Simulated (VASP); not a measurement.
Input:

```xyz
2
Lattice="0.0000 2.6685 2.6685 2.6685 0.0000 2.6685 2.6685 2.6685 0.0000" Properties=species:S:1:pos:R:3 pbc="T T T"
Mg     0.0000     0.0000     0.0000
Se     2.6685     2.6685     2.6685
```

Calculation: PBEsol GGA, VASP's PBE PAW potentials (set 64) (plane waves; VASP 6.6.1). Settings: 520 eV cut-off, 8×8×8 Γ-centred mesh, Gaussian smearing of 0.050 eV, potentials Mg Se.

Estimate the energy per atom (σ→0), pressure, band gap (on the k-mesh) with the smallest direct gap where there is one.

- band gap (on the k-mesh): 1.86 eV
- smallest direct gap (on the k-mesh): 2.94 eV
- energy per atom (σ→0): -4.036 eV/atom
- pressure: 4.60 GPa

The absolute energy has meaning only against runs of the same code, potentials and settings.

The compound is MgSe in the rock salt structure. This cell is one point of a volume scan, at 0.94 of the reference volume.
